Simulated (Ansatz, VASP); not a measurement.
# Cross-check of PmTe between VASP and Ansatz, part 2 of 2

Wanted: the spread between two codes on one cell, functional and k mesh. The cell is invented: As first built, before any earlier steps moved the atoms: it takes the PmS structure with some of its atoms replaced by other elements, volume scaled by an estimate. It may not be a known or stable phase. The cell comes out of the VASP series on this material, whose earlier steps may have relaxed, scaled or displaced it; both programs get it as it stands.

VASP 6.6.1 and Ansatz 0.2.0.

So far: Starting point; VASP: band structure, HSE06.

In doubt: where a d or f shell is part filled, a hybrid can land on a higher state, so the values of those runs are not to be relied on; a part-filled 4f shell, where there is one, can sit in one of many states, so energies may not be the lowest and differences between runs may mislead; derivatives with an open 4f shell can jump between states, which bears on forces and vibrations.

### 3. Ansatz: band structure, HSE06

Level of this step: Ansatz beside VASP: Kohn-Sham DFT, plane waves, HSE06 (Ansatz).

Ansatz runs on its default PAW (the set named soft_2) files.

The same cell, functional, mesh and smearing now go to Ansatz, which takes its cutoff from its data sets.

input.yaml reads:

```yaml
crystal:
  lattice:
    - [0.0, 3.227521743, 3.227521743]
    - [3.227521743, 0.0, 3.227521743]
    - [3.227521743, 3.227521743, 0.0]
  atoms:
    - { symbol: Pm, position: [0.0, 0.0, 0.0], spin: 4.0 }
    - { symbol: Te, position: [0.5, 0.5, 0.5] }
hamiltonian:
  xc: { exchange: pbe, correlation: pbe, exx: { coeff: 0.25, omega: 0.2 } }
  pseudopotentials: { kind: paw }
magnetization:
  spin_polarized: true
kpoints:
  mp_grid: { grid: [4, 4, 4] }
  band_path:
    path:
      - [0.0, 0.0, 0.0]
      - [0.5, 0.0, 0.5]
      - [0.5, 0.22222, 0.72222]
      - [0.40278, 0.34722, 0.75]
      - [0.125, 0.125, 0.25]
      - [0.27778, 0.27778, 0.27778]
      - [0.55556, 0.38889, 0.55556]
      - [0.58333, 0.25, 0.66667]
      - [0.5, 0.30556, 0.69444]
      - [0.48611, 0.48611, 0.52778]
      - [0.625, 0.25, 0.625]
      - [0.5, 0.0, 0.5]
    npoints: 1
scf:
  occupations: { method: gaussian, width: 0.02 }
  n_extra_bands: 11
output:
  forces: true
  stress: true
  eigenvalues: true
  write_density: true
  write_potential: true
  elf: true
  volumetric_format: npy
```

On the command line:

```bash
ansatz run input.yaml --threads 4 --pin off --max-ram 9216MiB --backend cpu --events-out ev --progress --plain --runs-dir out
```

Numbers of over 12 decimals in the logs are rounded to 6 here.

What it wrote:

```text
Warning: Pm: the frozen core of the record relaxes in the run; the density that this induces, of no net charge, counts in the energy, the forces and the stress and is in none of the fields that output.write_density writes, but for the moments of the core's response to a field; where the core is relaxed in the converged state, core_induced_density.tsv beside their files holds, by atom and radius, the spherical part of it alone, to first order, the core's and, with some records, what their partial waves miss of the valence's (output.write_density, Limitations, says what it leaves out); compare the fields only with those of runs on the same records
Warning: output.stress: scf.convergence.dr2_threshold = 1e-7 eV (the SCF's general default) is looser than the 2e-10 eV advised for a printed stress (1e-10 eV for each atom of the cell: 2). What an SCF threshold leaves in a stress goes as its square root, and in the free energy as the threshold itself, and one threshold admits the most on a small cell: [figures from the program's tests cut] Set scf.convergence.dr2_threshold to 2e-10 eV or tighter. The threshold is an SCF's pass mark: one that does not reach it within its budget of iterations ends unconverged, or closes short of it on a stop that the run arms, and scf.convergence.dr2_threshold's page says what that costs each kind of run
Warning: output.stress: scf.exx.energy_threshold = 1e-6 eV is looser than the 2e-8 eV advised for a stress under a hybrid functional (1e-8 eV for each atom of the cell: 2). Every SCF of the exchange loop can meet its threshold on dr2 while the loop round them stops early: no threshold on dr2 bounds what that leaves in the stress. Set scf.exx.energy_threshold to 2e-8 eV or tighter. The threshold is the loop's pass mark: a loop that does not reach it within its budget of cycles ends unconverged, and scf.exx.energy_threshold's page has the law
scf.n_extra_bands = 11 over 16 filled bands (N_el = 31.0): the run solves 27 bands
Engine: ansatz 0.2.0, aarch64-unknown-linux-gnu
Pseudopotentials: kind: paw
Pseudopotential: Pm, paw, valence charge 15, recommended cutoff 590 eV (normal), Pm.paw.azcp
Pseudopotential: Te, paw, valence charge 16, recommended cutoff 420 eV (normal), Te.paw.azcp
Functional definition: unnamed
  parameter a_1 = 0.25
  parameter omega_1 = 0.2/angstrom
  exchange = pbe_x + (-a_1)*pbe_x_sr(omega_1) + a_1*exact_x_sr(omega_1)
  correlation = pbe_c
Crystal: 2 atoms, lattice volume = 67.242 Å³
Basis set: ecut = 590 eV, 2133 PW (Γ), exchange–correlation on 90×90×90 points (8 copies of the dense FFT grid, shifted against one another)
Bands: 27, of which v1, the nominal top of the filled ones, is band 16 counted from 1 (15 counted from 0)
Symmetry: 48 space group operations
Space group: Fm-3m (ITA 225), of the structure as read, at distance tolerance 4.1e-5 Å
Magnetic group: BNS 225.116 (UNI 1618), of the structure as read, at distance tolerance 4.1e-5 Å
k-points: 8 of 64
Non-local potential: Pm, projectors of the file, l = 0: 3, l = 1: 3, l = 2: 3, l = 3: 4
Non-local potential: Te, projectors of the file, l = 0: 2, l = 1: 2, l = 2: 2, l = 3: 2
PAW form: soft (Blöchl's): semilocal exchange-correlation on the pseudo side does not see the compensation charge
PAW frozen core: Pm, regenerated for the run's functional, and the local potential with it (the file was generated under x = pbe(κ = 0.804, μ = 0.219515), c = pbe(β = 0.066725))
PAW frozen core: Te, regenerated for the run's functional, and the local potential with it (the file was generated under x = pbe(κ = 0.804, μ = 0.219515), c = pbe(β = 0.066725))
PAW one-centre angular grid: Pm, 590 points (default); XC on 96 Gauss nodes
PAW one-centre angular grid: Te, 590 points (default); XC on 64 Gauss nodes
Initial density: superposition of atomic densities (chi_scale 0.1, normalization cell)
Starting moments: Σ|m| = 4 μB on 1 of 2 sites
Initial wavefunctions: pseudopotential atomic-orbital guess
Cores: held in this SCF; they relax later in the solve
Functional: x = pbe(κ = 0.804, μ = 0.219515), c = pbe(β = 0.066725), warm-up for x = pbe(κ = 0.804, μ = 0.219515) + 0.25 (exact − pbe) at short range (hse, ω = 0.2 Å⁻¹), c = pbe(β = 0.066725)
iter 1 solved again at ethr=1.62e-2 eV; its pass at ethr=1.00e-1 eV (dr2=5.03e0 eV) is discarded
SCF iter   1: F=—  HF=-14755.953809 eV  |F-HF|=—  |Δ(HF+E_count)|=         —  Δρ=2.43e-1 (↑2.43e-1 ↓1.52e-1)  dr2=5.18e0  dr2_m=2.40e1  M=5.000 μB ∫|m|=5.317 μB  β_m=1.00  ethr=1.62e-2  ⟨swp⟩=2.8  Hψ=1941  notcnv=0
preconditioner: auto → Kerker (q_TF=auto, 2.398 Å⁻¹)  [metal: Δε(μ)=0.002 eV  Ē_g=10.912 eV  σ=0.020 eV  W_gap=0.05  n_scr=14 (ndim 8)  ℏωp=19.7 eV  f_vac=0.000  D(μ)=33.94/eV (n_scr^D=964)]
spin=Collinear: Kerker preconditioning applied to the charge; magnetization (m = ρ↑ − ρ↓) channel mixes plain (no charge-response kernel on spin).
iter 2 solved again at ethr=7.80e-4 eV; its pass at ethr=1.62e-2 eV (dr2=2.42e-1 eV) is discarded
SCF iter   2: F=—  HF=-14755.094699 eV  |F-HF|=—  |Δ(HF+E_count)|=   8.59e-1  Δρ=5.48e-2 (↑5.48e-2 ↓6.79e-3)  dr2=2.30e-1  dr2_m=4.56e-1  M=4.880 μB ∫|m|=4.989 μB  β_m=1.00  ethr=7.80e-4  ⟨swp⟩=4.2  Hψ=1979  notcnv=0  defer=3
[...]
Frozen-core exchange: fock
iter 1 solved again at ethr=3.63e-10 eV; its pass at ethr=1.00e-1 eV (dr2=1.12e-7 eV) is discarded
SCF iter   1: F=—  HF=-14762.751891 eV  |F-HF|=—  |Δ(HF+E_count)|=         —  Δρ=2.73e-5 (↑2.73e-5 ↓4.27e-7)  dr2=1.78e-4  dr2_m=1.15e-7  M=4.906 μB ∫|m|=5.038 μB  β_m=0.30  ethr=3.63e-10  ⟨swp⟩=5.0  Hψ=1725  notcnv=0
preconditioner: auto → Kerker (q_TF=auto, 2.398 Å⁻¹)  [metal: Δε(μ)=0.014 eV  Ē_g=9.040 eV  σ=0.020 eV  W_gap=0.38  n_scr=14 (ndim 8)  ℏωp=16.3 eV  f_vac=0.000  D(μ)=8.19/eV (n_scr^D=112)]
spin=Collinear: Kerker preconditioning applied to the charge; magnetization (m = ρ↑ − ρ↓) channel mixes plain (no charge-response kernel on spin).
SCF iter   2: F=—  HF=-14762.752721 eV  |F-HF|=—  |Δ(HF+E_count)|=   8.30e-4  Δρ=1.24e-5 (↑1.24e-5 ↓5.86e-7)  dr2=4.25e-6  dr2_m=2.40e-8  M=4.906 μB ∫|m|=5.038 μB  β_m=0.32  ethr=3.63e-10  ⟨swp⟩=3.2  Hψ=812  notcnv=0  defer=1
preconditioner: auto → none  [insulator: Δε(μ)=0.029 eV  Ē_g=9.040 eV  σ=0.020 eV  W_gap=0.64  n_scr=14 (ndim 8)  ℏωp=16.3 eV  f_vac=0.000  D(μ)=6.06/eV (n_scr^D=64)]
SCF iter   3: F=-14762.752754 eV  HF=-14762.752755 eV  |F-HF|=6.78e-8  |Δ(HF+E_count)|=   3.32e-5  Δρ=1.69e-5 (↑1.69e-5 ↓1.02e-6)  dr2=9.77e-8  dr2_m=4.73e-8  M=4.906 μB ∫|m|=5.038 μB  ethr=1.90e-10  ⟨swp⟩=3.6  Hψ=788  notcnv=0  defer=1
SCF 9 converged in 3 iterations: F = -14762.752754 eV  dr2 = 9.77e-8
hybrid outer 1: dexx = +1.012e-3 eV, tail = 6.66e-7 eV
Exchange kernel: α = 0.2500, screened, ω = 0.2000 Å⁻¹, Wigner–Seitz truncation, v(0) = 1120.3783 eV·Å³, q-mesh 4×4×4, nearest image of the exchange supercell L = 18.26 Å, pair-density grid 24×24×24, without the augmentation charges, whose exchange is taken in its separable form by FFT convolution over the k-point mesh (sized by the pseudopotential files, 30×30×30 at the most), smooth part of the exact exchange by density-matrix convolution
Frozen-core exchange: fock
SCF iter   1: F=—  HF=-14762.752733 eV  |F-HF|=—  |Δ(HF+E_count)|=         —  Δρ=8.97e-6 (↑8.97e-6 ↓1.10e-6)  dr2=1.61e-8  dr2_m=1.39e-8  M=4.906 μB ∫|m|=5.038 μB  β_m=0.30  ethr=1.07e-8  ⟨swp⟩=3.2  Hψ=893  notcnv=0
SCF iter   2: F=—  HF=-14762.752733 eV  |F-HF|=—  |Δ(HF+E_count)|=   1.89e-8  Δρ=6.18e-6 (↑6.18e-6 ↓1.09e-6)  dr2=2.58e-8  dr2_m=4.86e-9  M=4.906 μB ∫|m|=5.038 μB  β_m=0.30  ethr=4.23e-11  ⟨swp⟩=3.4  Hψ=808  notcnv=0  defer=1
SCF iter   3: F=-14762.752733 eV  HF=-14762.752733 eV  |F-HF|=4.45e-9  |Δ(HF+E_count)|=  3.20e-10  Δρ=3.84e-6 (↑3.84e-6 ↓6.31e-7)  dr2=6.09e-9  dr2_m=2.02e-9  M=4.906 μB ∫|m|=5.038 μB  ethr=4.23e-11  ⟨swp⟩=2.4  Hψ=697  notcnv=0  defer=1
SCF 10 converged in 3 iterations: F = -14762.752733 eV  dr2 = 6.09e-9
  Residual-converged pass: ⟨swp⟩=2.9  Hψ=686  notcnv=0  max |occ|·‖R‖ = 2.3e-6 eV (tolerance 2.4e-6 eV)  dr2=5.86e-9  dr2_m=2.03e-9  dr2_onsite=6.85e-11  max |Δocc| = 1.7e-12
hybrid outer 2: dexx = +2.618e-8 eV, tail = 1.64e-8 eV, Δε = 6.58e-4 eV (about 1.43e-4 eV left of the loop's levels)
exact exchange: an outer loop of this run ended on a state whose frontier levels can be filled otherwise, and a further loop was made from that state with electrons moved between them. It converged no lower than the two loops' stops tell apart, in 6 SCF iterations, so its state is not used
NSCF: frozen V_eff on 12 k-points
this state was not tested for a lower state beside it, because the functional holds exact exchange (a hybrid, or Hartree-Fock), whose exchange loop this test does not read (fock_operator); the stability check (scf.self_checks: high) cannot read this state: a pseudopotential is PAW: the check reads norm-conserving sets alone
hybrid SCF converged: 5 outer / 33 inner (+15 warm-up), cores held for the first 34 warm-up + inner iterations, last move |dexx| = 1.71e-8 eV, tail = 1.38e-8 eV
Magnetization: 4.9063 μB (17.9531 up, 13.0469 down)
Absolute magnetization: 5.0389 μB (∫|ρ↑−ρ↓|, with the PAW one-centre terms)
Spin contamination: 0.0197 ħ² per cell (⟨S²⟩ above its minimum at these occupations)
Per-site moments (μB) at R_I (Å): [(4.688182, 1.331353), (-0.062740, 1.331353)]
Free energy (F): -14762.752733 eV
Frozen-core exchange: fock
Harris-Foulkes:  -14762.752733 eV  (|F-HF|=1.10e-9)
Internal energy: -14762.751600 eV  (E = F + TS)
E sigma→0 (E₀):  -14762.752167 eV
Entropy (-TS):   -0.001133 eV (-0.567 meV/atom)
Fermi energy:    10.995265 eV
--- Per-component energies (eV) ---
  E_band       = -321.806180
  E_kinetic    = 523.961059
  E_local      = -2700.285928  (includes V_loc(G=0)·N_el)
  E_nonlocal   = 207.891843
  E_hartree    = 1302.855747
  E_xc         = -535.104153
  E_vxc        = -239.538877  (∫ρ·V_xc dr)
  E_exx        = -84.089770  (= α·E_x^exact, valence–valence)
  E_paw        = -10434.628809  (= ΣΔE_a, less E_core_relax)
  E_vpaw       = -551.366241  (= ΣTr[D̂ρ^β], less what the cores' own moments, if any, meet on the grid)
  E_core_relax = -0.031081  (the energy of the cores' relaxation)
  E_aug_tail   = -0.000342  (compensation charges beyond the density's cutoff)
  E_ewald      = -3043.190583
  E_core_change = -0.129595  (= ΣΔE_core)
  E_smearing   = -0.001133  (= −TS)
  E_closure    = 0.000012  (closes the sum)
  Σ components = -14762.752733   (vs F -14762.752733, Δ=0.00e0)
--- Forces (eV/Å), atoms counted from 1 ---
  atom   1  Pm     0.00000000    -0.00000000     0.00000000
  atom   2  Te     0.00000000    -0.00000000     0.00000000
  max |Σ_I F_I| component: 3.00e-29 eV/Å
--- Stress (GPa, compression-positive) ---
       -0.023034      -0.000000       0.000000
        0.000000      -0.023034      -0.000000
        0.000000      -0.000000      -0.023034
  P = ⅓ Tr σ = -0.0230 GPa (-0.230 kbar)
--- Band table (eV; the first three rows and the last of 16) ---
  k-point 0 ↑: bands = [... 12 lower, 7.8823, 8.3701, 8.3701, 8.3701, 11.5907, 11.5907, 11.5907, 11.6961, ... 7 higher]
  k-point 1 ↑: bands = [... 12 lower, 7.5461, 7.8407, 7.8407, 7.8833, 10.8339, 11.0765, 11.0765, 12.2486, ... 7 higher]
  k-point 2 ↑: bands = [... 12 lower, 6.9557, 7.8065, 7.8065, 7.8843, 10.6814, 10.9723, 10.9723, 13.3798, ... 7 higher]
  k-point 7 ↓: bands = [... 12 lower, 6.9917, 13.1458, 13.1458, 14.3760, 15.4934, 15.9906, 16.3761, 16.5949, ... 7 higher]
```

The job ended after 34 min (4 threads of Arm Neoverse N1, shared host; peak memory 6.7 GiB).

### 4. Comparison

Known differences besides the PAW data sets themselves: exact exchange at q = 0 is treated differently, which shows on coarse meshes; VASP keeps PBE cores, Ansatz makes them for the functional; the data sets hold 31 valence electrons in Ansatz (default PAW (the set named soft_2) files) and 21 in VASP; the cutoff is 590 eV in Ansatz and 450 eV in VASP; VASP takes a coarser grid for exact exchange (PRECFOCK = Fast); site moments are counted in spheres of each program's own size. Total energies have different zeros and are not compared.

The two programs side by side:

| quantity | Ansatz | VASP | difference |
| --- | --- | --- | --- |
| total moment (μB) | 4.91 | 4.72 | +0.19 |
| moment on Pm1 (μB) | 4.69 | 4.54 | +0.15 |
| moment on Te2 (μB) | -0.06 | -0.05 | -0.01 |

### 5. Results

| Item | Value |
| --- | --- |
| difference in total moment (band structure, HSE06) | 0.19 μB |

In words: The difference in total moment is 0.19 μB (band structure, HSE06). Differences of this kind measure data sets and numerical settings, not the functional's error against experiment.

[Lines on the potential files, build, host, timing and source positions are cut from VASP's logs without a mark.]

[Logs are printed without paths, hosts, clocks, repeated set-up lines and the standing remarks that a program may print on its own settings, such as how far it seeks lower states.]

[Hosts, paths, dates, database ids (printed as entryN), source tags and the programs' standing remarks are cut or masked in the printed files.]
